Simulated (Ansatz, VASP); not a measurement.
# MgB2: VASP beside Ansatz, part 2 of 2

One calculation is typed for both programs; each brings its own data sets and cutoff. How far apart do they land? The cell is taken from a series of VASP runs on this material, whose earlier steps may have relaxed, scaled or displaced it; both programs get it as it stands.

VASP 6.6.1 and Ansatz 0.2.0.

So far: Set-up; Ansatz: zone-centre phonons, PBEsol with D3(BJ); VASP: zone-centre phonons, PBEsol with D3(BJ).

### Step 3. VASP: zone-centre phonons, PBEsol with D3(BJ) (continued)

Level of this step: PBEsol with D3(BJ); plane waves and PAW (Mg, B) (VASP).

Numbers of over 12 decimals in the logs are rounded to 6 here.

Parts of OUTCAR (step 3):

```text
ion  position               nearest neighbor table
   1  0.000  0.000  0.000-   2 2.47   3 2.47   2 2.47   3 2.47   3 2.47   3 2.47   2 2.47   2 2.47
                             3 2.47   3 2.47   2 2.47   2 2.47
   2  0.333  0.667  0.500-   3 1.75   3 1.75   3 1.75   1 2.47   1 2.47   1 2.47   1 2.47   1 2.47
                             1 2.47
   3  0.667  0.333  0.500-   2 1.75   2 1.75   2 1.75   1 2.47   1 2.47   1 2.47   1 2.47   1 2.47
                             1 2.47

  LATTYP: Found a hexagonal cell.
 ALAT       =     3.0367461370
 C/A-ratio  =     1.1411833066

 Subroutine GETGRP returns: Found 24 space group operations
 (whereof 24 operations were pure point group operations)

The static configuration has the point symmetry D_6h.

 Found    162 irreducible k-points:

   k-points           NKPTS =    162   k-points in BZ     NKDIM =    162   number of bands    NBANDS=     10

   dimension x,y,z NGX =    20 NGY =   20 NGZ =   24
   dimension x,y,z NGXF=    40 NGYF=   40 NGZF=   48

   ENCUT  =  420.0 eV  30.87 Ry    5.56 a.u.   5.07  5.07  5.79*2*pi/ulx,y,z

   NELECT =       8.0000    total number of electrons

 k-points in reciprocal lattice and weights: Automatic mesh
   0.00000000  0.00000000  0.00000000       0.000
   0.06666667 -0.00000000  0.00000000       0.002
   0.13333333  0.00000000  0.00000000       0.002
   0.20000000 -0.00000000  0.00000000       0.002
   0.26666667  0.00000000  0.00000000       0.002
   0.33333333 -0.00000000  0.00000000       0.002
   0.40000000  0.00000000  0.00000000       0.002
   0.46666667 -0.00000000  0.00000000       0.002
   0.06666667  0.06666667  0.00000000       0.002
[...]
0.33333333  0.26666667  0.45454545       0.010
   0.33333333  0.33333333  0.45454545       0.002

 Edisp (eV)   -0.73944

 average (electrostatic) potential at core
       1 -34.9516       2 -25.8210       3 -25.8213

 E-fermi :   5.5070

 k-point     1 :       0.0000    0.0000    0.0000
  band No.  band energies     occupation
      1      -7.1526      2.00000
      2       2.5094      2.00000
      3       5.9491     -0.00764
      4       5.9491     -0.00764
      5       7.2992     -0.00000
      6      12.0238      0.00000
      7      12.0238      0.00000
    ...

 k-point     2 :       0.0667   -0.0000    0.0000
  band No.  band energies     occupation
      1      -7.0731      2.00000
      2       2.5867      2.00000
      3       5.5391      0.73259
      4       5.7524     -0.07091
      5       7.3654     -0.00000
      6      11.9951      0.00000
      7      12.3829      0.00000
      8      14.3219      0.00000
    ...

 k-point     3 :       0.1333    0.0000    0.0000
  band No.  band energies     occupation
      1      -6.8354      2.00000
      2       2.8176      2.00000
      3       4.5053      2.00000
      4       5.2784      2.06863
      5       7.5752     -0.00000
      6      11.7912      0.00000
      7      13.3399      0.00000
      8      14.7463      0.00000
      9      14.7869      0.00000
    ...

 Edisp (eV)   -0.73944

  Total       0.09335     0.09335    -0.12651     0.00000     0.00000     0.00000
  in kB       5.40416     5.40416    -7.32337     0.00000     0.00000     0.00000
  external pressure =        1.16 kB  Pullay stress =        0.00 kB

  energy-cutoff  :      420.00
  volume of cell :       27.68
      direct lattice vectors                 reciprocal lattice vectors
     3.036746137  0.000000000  0.000000000     0.329299834  0.190121348  0.000000000
    -1.518373069  2.629899299  0.000000000     0.000000000  0.380242696  0.000000000
     0.000000000  0.000000000  3.465483998     0.000000000  0.000000000  0.288559982

 POSITION                                       TOTAL-FORCE (eV/Angst)
 -----------------------------------------------------------------------------------
      0.00000      0.00000      0.00000         0.000000     -0.000000     -0.059290
     -0.00000      1.75327      1.71774        -0.000000     -0.000000      0.175921
      1.51837      0.87663      1.73274        -0.000000      0.000000     -0.116631
 -----------------------------------------------------------------------------------
    total drift:                               -0.000000     -0.000000      0.000005

  FREE ENERGIE OF THE ION-ELECTRON SYSTEM (eV)
  ---------------------------------------------------
  free  energy   TOTEN  =       -16.9458730892 eV

  energy  without entropy=      -16.9441689528  energy(sigma->0) =      -16.94530504

 Eigenvectors and eigenvalues of the dynamical matrix
 ----------------------------------------------------

   1 f  =   20.997602 THz   131.931826 2PiTHz  700.404620 cm-1    86.839066 meV
             X         Y         Z           dx          dy          dz
      0.000000  0.000000  0.000000    -0.000000    0.000000    0.000000
     -0.000000  1.753266  1.732742    -0.000000    0.000000   -0.707107
      1.518373  0.876633  1.732742     0.000000   -0.000000    0.707107

   2 f  =   18.939923 THz   119.003044 2PiTHz  631.767815 cm-1    78.329191 meV
             X         Y         Z           dx          dy          dz
      0.000000  0.000000  0.000000     0.000000    0.000000   -0.000000
     -0.000000  1.753266  1.732742     0.000021    0.707107    0.000000
      1.518373  0.876633  1.732742    -0.000021   -0.707107   -0.000000

   3 f  =   18.939923 THz   119.003044 2PiTHz  631.767815 cm-1    78.329191 meV
             X         Y         Z           dx          dy          dz
      0.000000  0.000000  0.000000     0.000000   -0.000000    0.000000
     -0.000000  1.753266  1.732742    -0.707107    0.000021   -0.000000
      1.518373  0.876633  1.732742     0.707107   -0.000021   -0.000000

   4 f  =   12.993418 THz    81.640056 2PiTHz  433.413787 cm-1    53.736437 meV
             X         Y         Z           dx          dy          dz
      0.000000  0.000000  0.000000    -0.000000   -0.000000    0.686108
     -0.000000  1.753266  1.732742     0.000000    0.000000   -0.514420
      1.518373  0.876633  1.732742     0.000000    0.000000   -0.514420

   5 f  =   10.671131 THz    67.048695 2PiTHz  355.950621 cm-1    44.132233 meV
             X         Y         Z           dx          dy          dz
      0.000000  0.000000  0.000000     0.000026   -0.686178    0.000000
     -0.000000  1.753266  1.732742    -0.000020    0.514373    0.000000
      1.518373  0.876633  1.732742    -0.000020    0.514373    0.000000

   6 f  =   10.671131 THz    67.048695 2PiTHz  355.950621 cm-1    44.132233 meV
             X         Y         Z           dx          dy          dz
      0.000000  0.000000  0.000000    -0.686178   -0.000026   -0.000000
     -0.000000  1.753266  1.732742     0.514373    0.000020    0.000000
      1.518373  0.876633  1.732742     0.514373    0.000020    0.000000

   7 f/i=    0.000528 THz     0.003315 2PiTHz    0.017596 cm-1     0.002182 meV
             X         Y         Z           dx          dy          dz
      0.000000  0.000000  0.000000     0.180349   -0.704723   -0.000000
     -0.000000  1.753266  1.732742     0.120294   -0.470053   -0.000000
[... the rest is left out ...]

[... 3 further parts left out ...]
```

CONTCAR:

```
MgB2
   1.00000000000000
     3.0367461370000002    0.0000000000000000    0.0000000000000000
    -1.5183730685000001    2.6298992994999999    0.0000000000000000
     0.0000000000000000    0.0000000000000000    3.4654839978999998
  Mg              B
     1     2
Direct
     0.0000000000000000    0.0000000000000000    0.0000000000000000
     0.3333333332999970    0.6666666667000029    0.4956716002702393
     0.6666666667000030    0.3333333332999970    0.5000000000000000
```

The last energy, forces, stress and levels in OUTCAR belong to the last displaced cell, not to the cell of POSCAR. The PAW data sets were made with PBE, which is usual practice but a small mismatch for other functionals. Dispersion corrections of this kind ignore metallic screening and tend to overbind metals.

### Step 4. Side by side

Known differences besides the potentials themselves: the data sets hold 16 valence electrons in Ansatz (default PAW (the set named soft_2) files) and 8 in VASP; Ansatz makes its cores anew for this functional, VASP keeps those of its PBE data sets; VASP leaves aspherical gradient terms in its spheres out (LASPH is not set), Ansatz keeps them; Ansatz takes the dispersion share of the force constants at frozen C6 weights, VASP differentiates the full forces; VASP uses finite displacements, Ansatz perturbation theory. Total energies have different zeros and are not compared.

Both answers:

```
                  quantity  Ansatz   VASP  difference
optical mode 1 to 2 (cm⁻¹)   354.6  356.0     -0.39 %
     optical mode 3 (cm⁻¹)   431.3  433.4     -0.49 %
optical mode 4 to 5 (cm⁻¹)   617.7  631.8     -2.23 %
     optical mode 6 (cm⁻¹)   700.9  700.4     +0.07 %
```

Modes are paired by rising frequency and degeneracy, not by their patterns, so a pair may still set unlike modes beside each other.

### Step 5. Outcome

```yaml
r_m_s_difference_of_the_optical_zone_centre_modes_each_program_s_sorted_by_frequency_zone_centre_phonons_pbesol_with_d3_bj: 8.2 cm⁻¹
difference_in_optical_mode_4_to_5_zone_centre_phonons_pbesol_with_d3_bj: -2.2 %
```

What this shows: The r.m.s. difference of the optical zone-centre modes, each program's sorted by frequency is 8.2 cm⁻¹ (zone-centre phonons, PBEsol with D3(BJ)). Among the rows given in per cent, the largest difference of the zone-centre phonons, PBEsol with D3(BJ) pair is in optical mode 4 to 5, -2.2 %. How closely two codes agree says nothing of how well the functional describes the real material.

[Lines on the potential files, build, host, timing and source positions are cut from VASP's logs without a mark.]

[Logs are printed without paths, hosts, clocks, repeated set-up lines and the standing remarks that a program may print on its own settings, such as how far it seeks lower states.]

[Hosts, paths, dates, database ids (printed as entryN), source tags and the programs' standing remarks are cut or masked in the printed files.]
